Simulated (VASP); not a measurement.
Given:

```
PbS
1.0
   11.94400     0.00000     0.00000
    0.00000     4.22649     0.00000
    0.00000     0.00000     4.28008
Pb S
4 4
Direct
  0.12817   0.25000   0.11830
  0.37183   0.75000   0.61830
  0.87183   0.75000   0.88170
  0.62817   0.25000   0.38170
  0.85445   0.25000   0.44476
  0.64555   0.75000   0.94476
  0.14555   0.75000   0.55524
  0.35445   0.25000   0.05524
```

The numbers are results of r2SCAN meta-GGA, VASP's PBE PAW potentials (set 64) (plane waves; VASP 6.6.1), not measurements. Settings: 400 eV cut-off, 2×6×6 Γ-centred mesh, tetrahedra with Blöchl corrections, potentials Pb_d S.

The cores are frozen, which limits the accuracy of field gradients.

Question: Give the principal components of the electric field gradient (V/Å²) and the asymmetry η at each nucleus.

Answer: 
```csv
atom,Vxx,Vyy,Vzz,η
Pb1,108.2,71.2,-179.5,0.21
Pb2,108.2,71.2,-179.5,0.21
Pb3,108.2,71.2,-179.5,0.21
Pb4,108.2,71.2,-179.5,0.21
S5,9.1,7.2,-16.3,0.11
S6,9.1,7.2,-16.3,0.11
S7,9.1,7.2,-16.3,0.11
S8,9.1,7.2,-16.3,0.11
```

The structure was generated: PbS was put into the GeS type (Pnma), which need not be its known phase. It was relaxed first, which changed the volume by -8 %.
